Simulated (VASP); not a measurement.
# A VASP study of SiNi3 (LDA): structure first, properties next, part 5 of 7

What structure does SiNi3 take at this level, and what are its properties? The start is a computed cell from the Materials Project.

VASP 6.6.1, plane waves and PAW; the level of theory is named at each step.

Still holding for the runs below: This run allows spin, but its moments start at zero, where symmetry between the spins tends to hold them, which is where the search above led.

So far. Step 9 (Second relaxation): It ends with forces that vanish by symmetry and a pressure of -0.08 GPa. The volume moved by under 0.01 %: the run met its threshold at the first step. Step 10 (Single point with fields (LDA)): In this run the pressure is 0.00 GPa, small enough to go on; single stress components reach 0.00 GPa.

## 11. Bands along the symmetry lines (LDA)

Level of this step: LDA, zero-moment start; plane waves and PAW (Si, Ni) (VASP).

Levels along the symmetry lines show where the bands peak and cross; KPOINTS_OPT computes them in the converged potential.

INCAR

```
SYSTEM = SiNi3
PREC = Accurate
ENCUT = 400
EDIFF = 1E-06
NELM = 100
ISMEAR = 1
SIGMA = 0.2
LREAL = .FALSE.
ALGO = Normal
GGA = CA
NBANDS = 33
ISPIN = 2
MAGMOM = -0 0 0 0
LASPH = .TRUE.
LMAXMIX = 4
LORBIT = 11
LWAVE = .FALSE.
LCHARG = .FALSE.
KPAR = 8
```

POSCAR

```
SiNi3
1.0
    3.4268087615      0.0000000000      0.0000000000
    0.0000000000      3.4268087615      0.0000000000
    0.0000000000      0.0000000000      3.4268087615
Si Ni
1 3
Direct
    0.0000000000      0.0000000000      0.0000000000
    0.0000000000      0.5000000000      0.5000000000
    0.5000000000      0.5000000000      0.0000000000
    0.5000000000      0.0000000000      0.5000000000
```

KPOINTS

```
Automatic mesh
0
Gamma
8 8 8
0 0 0
```

KPOINTS_OPT

```
Line mode
16
Line-mode
Reciprocal
  0.00000000   0.00000000   0.00000000 GAMMA
  0.00000000   0.50000000   0.00000000 X

  0.00000000   0.50000000   0.00000000 X
  0.50000000   0.50000000   0.00000000 M

  0.50000000   0.50000000   0.00000000 M
  0.00000000   0.00000000   0.00000000 GAMMA

  0.00000000   0.00000000   0.00000000 GAMMA
  0.50000000   0.50000000   0.50000000 R

  0.50000000   0.50000000   0.50000000 R
  0.00000000   0.50000000   0.00000000 X

  0.50000000   0.50000000   0.00000000 M
  0.50000000   0.50000000   0.50000000 R
```

Potentials, in the order of the species: Si and Ni (LDA family, release 64).

Command:

```bash
$ mpirun -np 8 vasp_std
```

Log:

```text
[... set-up lines as in an earlier step ...]
 entering main loop
       N       E                     dE             d eps       ncg     rms          rms(c)
DAV:   1     0.186088047105E+03    0.18609E+03   -0.11755E+04  4860   0.116E+03
DAV:   2    -0.167714942921E+02   -0.20286E+03   -0.18425E+03  4648   0.253E+02
DAV:   3    -0.315676601714E+02   -0.14796E+02   -0.14027E+02  5317   0.794E+01
DAV:   4    -0.318331479162E+02   -0.26549E+00   -0.26496E+00  5185   0.109E+01
DAV:   5    -0.318402018767E+02   -0.70540E-02   -0.70530E-02  5758   0.154E+00    0.213E+01
DAV:   6    -0.311996172615E+02    0.64058E+00   -0.17411E+01  5581   0.786E+01    0.159E+01
DAV:   7    -0.280631278490E+02    0.31365E+01   -0.71260E+00  5748   0.432E+01    0.461E+00
DAV:   8    -0.279380223482E+02    0.12511E+00   -0.16654E-01  6647   0.395E+00    0.118E+00
DAV:   9    -0.279274623578E+02    0.10560E-01   -0.88450E-03  6594   0.708E-01    0.425E-01
DAV:  10    -0.279254400078E+02    0.20224E-02   -0.70564E-04  5377   0.249E-01    0.120E-01
DAV:  11    -0.279254693498E+02   -0.29342E-04   -0.22531E-04  5404   0.933E-02    0.723E-02
DAV:  12    -0.279254703519E+02   -0.10021E-05   -0.10645E-05  6111   0.457E-02    0.308E-02
DAV:  13    -0.279254662841E+02    0.40677E-05   -0.94303E-07  4909   0.162E-02    0.672E-03
DAV:  14    -0.279254658582E+02    0.42599E-06   -0.43364E-07  2742   0.853E-03
   1 F= -.27925466E+02 E0= -.27925849E+02  d E =0.114871E-02  mag=     0.0000
 Start KPOINTS_OPT (optional k-point list driver)
k-point batch [1-35\96]
       N       E                     dE             ncg
DAV:   1     0.176204371679E+05   -0.82796E+04     4892
DAV:   2     0.105600848554E+05   -0.70604E+04     4677
DAV:   3     0.100512289743E+05   -0.50886E+03     5206
DAV:   4     0.100421158022E+05   -0.91132E+01     5150
DAV:   5     0.100418357780E+05   -0.28002E+00     6213
DAV:   6     0.100418262802E+05   -0.94978E-02     5774
DAV:   7     0.100418260588E+05   -0.22145E-03     6281
DAV:   8     0.100418260558E+05   -0.29804E-05     3723
DAV:   9     0.100418260557E+05   -0.87495E-07     3300
[...]
k-point batch [71-96\96]
       N       E                     dE             ncg
DAV:   1     0.248069703069E+05   -0.16803E+05     3672
DAV:   2     0.197608069091E+05   -0.50462E+04     3473
DAV:   3     0.194020238613E+05   -0.35878E+03     4093
DAV:   4     0.193957320815E+05   -0.62918E+01     3862
DAV:   5     0.193955257720E+05   -0.20631E+00     4603
DAV:   6     0.193955171043E+05   -0.86676E-02     4523
DAV:   7     0.193955169591E+05   -0.14526E-03     4631
DAV:   8     0.193955169584E+05   -0.63561E-06     2863
```

The job ended after 23 s (8 MPI ranks of AMD EPYC 7R43, shared host; peak memory 1.4 GiB; 3 min of CPU time).

OUTCAR, selected parts (step 11):

```text
   k-points           NKPTS =     35   k-points in BZ     NKDIM =     35   number of bands    NBANDS=     33

   NELECT =      34.0000    total number of electrons

 E-fermi :  11.4805

 spin component 1
 k-point     1 :       0.0000    0.0000    0.0000
  band No.  band energies     occupation
    ...
     12      10.5799      1.00000
     13      10.5799      1.00000
     14      10.8346      1.00002
     15      10.8346      1.00002
     16      11.1855      1.02874
     17      11.5308      0.29453
     18      11.5308      0.29453
     19      11.5308      0.29453
     20      16.9680      0.00000
     21      18.2163      0.00000
    ...

 k-point     2 :       0.1250    0.0000    0.0000
  band No.  band energies     occupation
    ...
     12      10.6491      1.00000
     13      10.6491      1.00000
     14      10.8287      1.00002
     15      10.8377      1.00003
     16      11.1012      1.01101
     17      11.5310      0.29369
     18      11.9344     -0.00304
     19      11.9344     -0.00304
     20      17.2671      0.00000
     21      18.1605      0.00000
    ...

  Total        0.0049235      0.0049235      0.0049235      0.0000000      0.0000000     -0.0000000
  in kB        0.1960271      0.1960271      0.1960271      0.0000000      0.0000000     -0.0000000
  external PRESSURE =       0.1960271 kB  Pullay stress =       0.0000000 kB

  FREE ENERGIE OF THE ION-ELECTRON SYSTEM (eV)
  ---------------------------------------------------
  free  energy   TOTEN  =       -27.9254658582 eV

  energy  without entropy=      -27.9266145731  energy(sigma->0) =      -27.92584876

 magnetization (x)
# of ion       s       p       d       tot
------------------------------------------
    1       -0.000   0.000   0.000   0.000
    2        0.000   0.000  -0.000   0.000
    3        0.000   0.000  -0.000   0.000
    4        0.000   0.000  -0.000   0.000
--------------------------------------------------
tot          0.000   0.000  -0.000   0.000

[... 9 parts as in an earlier step ...]

[... 9 further parts left out ...]
```

This step gave:

```yaml
bands: 33
pressure: 0.01960 GPa
```

Both spin channels agree. The electronic bands at the labelled points (eV, zero at the Fermi level; # counts the bands kept in this run):

```csv
point,#14,#15,#16,#17,#18,#19,#20,#21
Γ,-0.65,-0.65,-0.29,0.05,0.05,0.05,5.49,6.74
0.47 of the way,-0.85,-0.68,-0.55,0.05,1.35,1.35,5.86,6.55
X,-1.40,-1.24,-0.57,0.05,3.92,3.92,5.48,5.48
0.53 of the way,-1.28,-0.93,-0.87,-0.56,1.43,2.02,4.74,6.32
M,-1.54,-1.21,-1.10,-1.05,0.76,0.76,6.07,6.72
0.47 of the way,-0.99,-0.97,-0.55,-0.40,0.72,2.96,4.28,6.29
Γ,-0.65,-0.65,-0.29,0.05,0.05,0.05,5.49,6.74
0.53 of the way,-1.10,-1.10,-0.27,-0.15,0.79,0.79,4.56,5.98
R,-1.36,-1.36,-0.48,-0.21,-0.21,-0.21,1.54,4.36
0.47 of the way,-1.20,-1.10,-0.91,-0.30,0.86,1.33,2.56,4.55
X,-1.40,-1.24,-0.57,0.05,3.92,3.92,5.48,5.48
jump to M,-1.54,-1.21,-1.10,-1.05,0.76,0.76,6.07,6.72
0.47 of the way,-1.28,-1.17,-1.17,-0.57,0.33,0.33,3.01,5.59
R,-1.36,-1.36,-0.48,-0.21,-0.21,-0.21,1.54,4.36
```

Of the projections kept (Si, Ni), the largest for each band there, as a share of the weight inside these atoms' spheres; weight between the spheres isn't counted:

```csv
point,#14,#15,#16,#17,#18,#19,#20,#21
Γ,Ni 1.00,Ni 1.00,Ni 1.00,Ni 1.00,Ni 1.00,Ni 1.00,Ni 0.63,Ni 1.00
X,Ni 1.00,Ni 1.00,Ni 1.00,Ni 1.00,Ni 0.62,Ni 0.62,Ni 1.00,Ni 1.00
M,Ni 1.00,Ni 1.00,Ni 0.97,Ni 1.00,Ni 0.96,Ni 0.96,Ni 0.52,Ni 0.63
Γ,Ni 1.00,Ni 1.00,Ni 1.00,Ni 1.00,Ni 1.00,Ni 1.00,Ni 0.63,Ni 1.00
R,Ni 1.00,Ni 1.00,Ni 1.00,Ni 1.00,Ni 1.00,Ni 1.00,Ni 0.73,Ni 1.00
X,Ni 1.00,Ni 1.00,Ni 1.00,Ni 1.00,Ni 0.62,Ni 0.62,Ni 1.00,Ni 1.00
```

There is no gap at this level.

Of the bands kept, 3 cross the Fermi level on this path.

## 12. Density of states (LDA)

Here the states are counted by energy and projected on the atoms. The mesh is finer than in the run before.

Changes to INCAR since step 11:

```diff
@@ -5,3 +5,3 @@
 NELM = 100
-ISMEAR = 1
+ISMEAR = -5
 SIGMA = 0.2
@@ -19 +19,2 @@
 KPAR = 8
+NEDOS = 2001
```

POSCAR is that of step 11.

KPOINTS

```
Automatic mesh
0
Gamma
12 12 12
0 0 0
```

Command:

```bash
$ mpirun -np 8 vasp_std
```

Log:

```text
[... set-up lines as in an earlier step ...]
 entering main loop
       N       E                     dE             d eps       ncg     rms          rms(c)
DAV:   1     0.184279723954E+03    0.18428E+03   -0.11756E+04 11736   0.116E+03
DAV:   2    -0.171247376367E+02   -0.20140E+03   -0.18333E+03 11148   0.252E+02
DAV:   3    -0.315714043121E+02   -0.14447E+02   -0.13749E+02 12849   0.786E+01
DAV:   4    -0.318319029922E+02   -0.26050E+00   -0.26002E+00 12400   0.107E+01
DAV:   5    -0.318390824550E+02   -0.71795E-02   -0.71788E-02 13921   0.155E+00    0.213E+01
DAV:   6    -0.312052960385E+02    0.63379E+00   -0.17372E+01 13427   0.786E+01    0.159E+01
DAV:   7    -0.280645484949E+02    0.31407E+01   -0.71516E+00 13861   0.433E+01    0.459E+00
DAV:   8    -0.279406377242E+02    0.12391E+00   -0.16396E-01 15873   0.388E+00    0.119E+00
DAV:   9    -0.279299725171E+02    0.10665E-01   -0.87920E-03 15971   0.731E-01    0.425E-01
DAV:  10    -0.279279150076E+02    0.20575E-02   -0.72920E-04 12812   0.254E-01    0.117E-01
DAV:  11    -0.279279411725E+02   -0.26165E-04   -0.23520E-04 13003   0.952E-02    0.697E-02
DAV:  12    -0.279279421135E+02   -0.94104E-06   -0.12919E-05 14543   0.499E-02    0.295E-02
DAV:  13    -0.279279396710E+02    0.24425E-05   -0.14167E-06 11910   0.243E-02    0.574E-03
DAV:  14    -0.279279399598E+02   -0.28882E-06   -0.55858E-07  6521   0.697E-03
   1 F= -.27927940E+02 E0= -.27927940E+02  d E =0.000000E+00  mag=     0.0000
 -----------------------------------------------------------------------------
|                                                                             |
|           W    W    AA    RRRRR   N    N  II  N    N   GGGG   !!!           |
|           W    W   A  A   R    R  NN   N  II  NN   N  G    G  !!!           |
|           W    W  A    A  R    R  N N  N  II  N N  N  G       !!!           |
|           W WW W  AAAAAA  RRRRR   N  N N  II  N  N N  G  GGG   !            |
|           WW  WW  A    A  R   R   N   NN  II  N   NN  G    G                |
|           W    W  A    A  R    R  N    N  II  N    N   GGGG   !!!           |
|                                                                             |
|     Tetrahedron method does not include variations of the Fermi             |
|     occupations, so forces and stress will be inaccurate. We suggest        |
|     using a different smearing scheme ISMEAR = 1 or 2 for metals in         |
|     relaxations.                                                            |
|                                                                             |
 -----------------------------------------------------------------------------
```

Elapsed: 22 s, on 8 MPI ranks; peak memory 1.6 GiB.

Parts of OUTCAR (step 12):

```text
   k-points           NKPTS =     84   k-points in BZ     NKDIM =     84   number of bands    NBANDS=     33

   NELECT =      34.0000    total number of electrons

 E-fermi :  11.4792

 spin component 1
 k-point     1 :       0.0000    0.0000    0.0000
  band No.  band energies     occupation
    ...
     12      10.5785      1.00000
     13      10.5785      1.00000
     14      10.8412      1.00000
     15      10.8412      1.00000
     16      11.1853      1.00000
     17      11.5383     -0.01181
     18      11.5383      0.00000
     19      11.5383      0.00000
     20      16.9703      0.00000
     21      18.2157      0.00000
    ...

 k-point     2 :       0.0833    0.0000    0.0000
  band No.  band energies     occupation
    ...
     12      10.6439      1.00000
     13      10.6439      1.00000
     14      10.8430      1.00000
     15      10.8626      1.00000
     16      11.1474      1.00000
     17      11.5384     -0.10158
     18      11.7138      0.00000
     19      11.7138      0.00000
     20      17.1549      0.00000
     21      18.1907      0.00000
    ...

  Total        0.0025007      0.0025007      0.0025007      0.0000000      0.0000000      0.0000000
  in kB        0.0995625      0.0995625      0.0995625      0.0000000      0.0000000      0.0000000
  external PRESSURE =       0.0995625 kB  Pullay stress =       0.0000000 kB

  FREE ENERGIE OF THE ION-ELECTRON SYSTEM (eV)
  ---------------------------------------------------
  free  energy   TOTEN  =       -27.9279399598 eV

  energy  without entropy=      -27.9279399598  energy(sigma->0) =      -27.92793996

 magnetization (x)
# of ion       s       p       d       tot
------------------------------------------
    1        0.000   0.000   0.000   0.000
    2       -0.000   0.000  -0.000  -0.000
    3       -0.000   0.000  -0.000  -0.000
    4       -0.000   0.000  -0.000  -0.000
--------------------------------------------------
tot          0.000   0.000  -0.000  -0.000

[... 7 parts as in an earlier step ...]

[... 14 further parts left out ...]
```

With tetrahedra the forces and stress of a metal are not exact derivatives of the energy.

Numbers from this step:

| Property | Result |
| --- | --- |
| irreducible k-points | 84 |
| pressure | 0.009956 GPa |
| DOS at the Fermi level, one point of the energy grid | 2.337 states/eV/cell |

The density of states has structure finer than the step of the table below, so its rows give means over 0.5 eV, whole bins alone (the curve runs from -12.0 to 7.92 eV). Peaks (eV: height): total -4.23: 8.78, -2.51: 11.1, -1.37: 16.1, -1.21: 13.2; Ni d -3.25: 5.91, -2.51: 9.78, -1.37: 15.0, -1.21: 12.2; Ni p -4.23: 0.724, -3.82: 0.743, -2.43: 0.523, -0.64: 0.470; Si p -5.37: 0.212, -4.23: 0.861, 0.83: 0.252; Ni s -6.18: 0.395, -5.29: 0.356, -3.82: 0.465, 6.04: 0.270.

States under -12.0 eV and over 7.9 eV are left out; both spin channels agree and are summed. Table of density of states by energy, zero at the Fermi level; means over each step; values in states/eV/cell:

```csv
energy (eV),total,Ni d,Ni p,Si p,Ni s,Si s
-11.5,0.290,0.00524,0.0149,0.00253,0.101,0.0738
-11.0,0.400,0.00955,0.0314,0.00468,0.122,0.105
-10.5,0.562,0.0182,0.0603,0.00696,0.140,0.157
-10.0,0.763,0.0357,0.100,0.00885,0.147,0.228
-9.5,0.722,0.0562,0.103,0.00859,0.0992,0.228
-9.0,0.730,0.102,0.101,0.00602,0.0518,0.249
-8.5,0.344,0.0901,0.0292,9.9e-4,0.00664,0.122
-8.0,0.0818,0.00720,0.00643,0.00942,0.0346,9.2e-4
-7.5,0.375,0.0402,0.0360,0.0430,0.143,0.00653
-7.0,0.658,0.0938,0.0743,0.0762,0.215,0.0148
-6.5,1.25,0.253,0.149,0.145,0.335,0.0333
-6.0,1.48,0.413,0.169,0.166,0.321,0.0398
-5.5,1.87,0.717,0.194,0.192,0.302,0.0356
-5.0,1.54,0.782,0.127,0.132,0.168,0.0199
-4.5,2.83,1.70,0.231,0.234,0.149,0.00652
-4.0,6.05,4.14,0.525,0.322,0.209,0.00154
-3.5,5.02,4.16,0.221,0.0701,0.115,0.00138
-3.0,5.09,4.33,0.274,0.0387,0.0712,0.00161
-2.5,7.78,6.76,0.406,0.0804,0.0448,0.00320
-2.0,3.77,3.23,0.199,0.0601,0.0319,0.00669
-1.5,10.1,9.37,0.200,0.0303,0.0714,0.00343
-1.0,9.07,8.17,0.326,0.0397,0.0987,0.0362
-0.5,5.26,4.64,0.262,0.0286,0.0532,0.0535
0.0,2.10,2.02,0.0277,0.0143,0.00206,2.7e-4
0.5,1.36,1.02,0.112,0.0866,0.0222,0.00300
1.0,2.40,1.63,0.235,0.188,0.0727,0.0172
1.5,1.37,0.765,0.194,0.142,0.0467,0.0179
2.0,1.12,0.554,0.173,0.128,0.0382,0.0381
2.5,1.00,0.453,0.150,0.123,0.0376,0.0567
3.0,0.905,0.380,0.124,0.117,0.0460,0.0661
3.5,0.784,0.302,0.107,0.108,0.0515,0.0579
4.0,0.811,0.284,0.132,0.119,0.0540,0.0442
4.5,0.839,0.305,0.116,0.0767,0.138,0.0233
5.0,0.986,0.334,0.160,0.0545,0.195,0.0172
5.5,1.05,0.305,0.223,0.0414,0.181,0.0278
6.0,1.50,0.384,0.306,0.0443,0.240,0.110
6.5,1.83,0.427,0.385,0.0536,0.238,0.140
7.0,1.60,0.400,0.317,0.0789,0.191,0.0755
7.5,1.48,0.358,0.308,0.120,0.149,0.0506
```

The finer mesh and the other smearing move the Fermi level by -0.00 eV from the 8×8×8 run, a small shift, which tests the Fermi level alone. Of the states within 0.3 eV of the Fermi level, the largest shares in the PAW spheres are Ni d 96 %. The rest lies in smaller channels or between the spheres.

## 13. Volume scan with LDA, volume scale 0.94

An equation of state needs energies on both sides of the minimum, all on one mesh and cutoff.

Changes to INCAR since step 12:

```diff
@@ -5,3 +5,3 @@
 NELM = 100
-ISMEAR = -5
+ISMEAR = 1
 SIGMA = 0.2
@@ -10,3 +10,3 @@
 GGA = CA
-NBANDS = 33
+NBANDS = 25
 ISPIN = 2
@@ -19,2 +19,2 @@
 KPAR = 8
-NEDOS = 2001
+ISIF = 2
```

POSCAR

```
SiNi3
1.0
    3.3568542600      0.0000000000      0.0000000000
    0.0000000000      3.3568542600      0.0000000000
    0.0000000000      0.0000000000      3.3568542600
Si Ni
1 3
Direct
    0.0000000000      0.0000000000      0.0000000000
    0.0000000000      0.5000000000      0.5000000000
    0.5000000000      0.5000000000      0.0000000000
    0.5000000000      0.0000000000      0.5000000000
```

KPOINTS

```
Automatic mesh
0
Gamma
8 8 8
0 0 0
```

Command:

```bash
$ mpirun -np 8 vasp_std
```

Log:

```text
[... set-up lines as in an earlier step ...]
 entering main loop
       N       E                     dE             d eps       ncg     rms          rms(c)
DAV:   1     0.174653621151E+03    0.17465E+03   -0.12797E+04  3596   0.155E+03
DAV:   2    -0.225240105607E+02   -0.19718E+03   -0.18543E+03  3501   0.303E+02
DAV:   3    -0.316011809786E+02   -0.90772E+01   -0.88162E+01  4083   0.864E+01
DAV:   4    -0.317585372788E+02   -0.15736E+00   -0.15713E+00  3995   0.104E+01
DAV:   5    -0.317635199849E+02   -0.49827E-02   -0.49822E-02  4329   0.174E+00    0.230E+01
DAV:   6    -0.305591481958E+02    0.12044E+01   -0.29549E+01  4079   0.102E+02    0.147E+01
DAV:   7    -0.279365490749E+02    0.26226E+01   -0.97391E+00  4084   0.557E+01    0.543E+00
DAV:   8    -0.277985201994E+02    0.13803E+00   -0.31518E-01  4701   0.607E+00    0.132E+00
DAV:   9    -0.277868927414E+02    0.11627E-01   -0.14495E-02  5343   0.128E+00    0.494E-01
DAV:  10    -0.277847681827E+02    0.21246E-02   -0.14975E-03  4545   0.364E-01    0.121E-01
DAV:  11    -0.277847784705E+02   -0.10288E-04   -0.22673E-04  4251   0.163E-01    0.351E-02
DAV:  12    -0.277847724805E+02    0.59899E-05   -0.15660E-05  3751   0.391E-02    0.190E-02
DAV:  13    -0.277847708391E+02    0.16414E-05   -0.26687E-06  3706   0.149E-02    0.103E-02
DAV:  14    -0.277847701363E+02    0.70288E-06   -0.82112E-07  1954   0.149E-02
   1 F= -.27784770E+02 E0= -.27784960E+02  d E =0.568241E-03  mag=    -0.0000
```

Run time: 8.8 s. Hardware: 8 MPI ranks; peak memory 1 GiB.

OUTCAR, selected parts (step 13):

```text
   ENCUT  =  400.0 eV  29.40 Ry    5.42 a.u.   5.47  5.47  5.47*2*pi/ulx,y,z

   NELECT =      34.0000    total number of electrons

 E-fermi :  12.5121

 spin component 1
 k-point     1 :       0.0000    0.0000    0.0000
  band No.  band energies     occupation
    ...
     12      11.5383      1.00000
     13      11.5383      1.00000
     14      11.8044      1.00000
     15      11.8044      1.00000
     16      12.1961      1.02398
     17      12.5741      0.25138
     18      12.5741      0.25138
     19      12.5741      0.25138
     20      18.6439      0.00000
     21      19.5631      0.00000
    ...

 k-point     2 :       0.1250    0.0000    0.0000
  band No.  band energies     occupation
    ...
     12      11.6011      1.00000
     13      11.6011      1.00000
     14      11.7972      1.00000
     15      11.8077      1.00000
     16      12.1024      1.00681
     17      12.5742      0.25077
     18      12.9970     -0.00161
     19      12.9970     -0.00161
     20      18.8935      0.00000
     21      19.4867      0.00000
    ...

  Total        4.3651225      4.3651225      4.3651225     -0.0000000      0.0000000      0.0000000
  in kB      184.8883565    184.8883565    184.8883565     -0.0000000      0.0000000      0.0000000
  external PRESSURE =     184.8883565 kB  Pullay stress =       0.0000000 kB

 POSITION                                       TOTAL-FORCE (eV/Angst)
 -----------------------------------------------------------------------------------
      0.00000      0.00000      0.00000         0.000000      0.000000      0.000000
      0.00000      1.67843      1.67843         0.000000      0.000000      0.000000
      1.67843      1.67843      0.00000         0.000000      0.000000      0.000000
      1.67843      0.00000      1.67843         0.000000      0.000000      0.000000
 -----------------------------------------------------------------------------------
    total drift:                                0.000000     -0.000000     -0.000000

  FREE ENERGIE OF THE ION-ELECTRON SYSTEM (eV)
  ---------------------------------------------------
  free  energy   TOTEN  =       -27.7847701363 eV

  energy  without entropy=      -27.7853383771  energy(sigma->0) =      -27.78495955

 magnetization (x)
# of ion       s       p       d       tot
------------------------------------------
    1        0.000  -0.000   0.000   0.000
    2        0.000  -0.000   0.000   0.000
    3        0.000  -0.000   0.000   0.000
    4        0.000  -0.000   0.000   0.000
--------------------------------------------------
tot          0.000  -0.000   0.000   0.000

[... 4 parts as in an earlier step ...]

[... 15 further parts left out ...]
```

The scan keeps the cell's shape and the fractional positions fixed.

Numbers from this step:

- bands: 25
- irreducible k-points: 35
- free energy (TOTEN): -27.78 eV
- energy at zero smearing: -27.78 eV
- Fermi energy: 12.51 eV
- pressure: 18.49 GPa

The pressure here is 18.49 GPa.

(Continued in part 6 of 7.)

[Lines on the potential files, build, host, timing and source positions are cut from VASP's logs without a mark.]

[Logs are printed without paths, hosts, clocks, repeated set-up lines and the standing remarks that a program may print on its own settings, such as how far it seeks lower states.]

[Hosts, paths, dates, database ids (printed as entryN), source tags and the programs' standing remarks are cut or masked in the printed files.]

[A measured line is paired with the nearest computed mode of its activity, which favours agreement.]

[In band tables of VASP the shares of atoms and orbitals are scaled to a sum of 1 inside the atoms' spheres.]
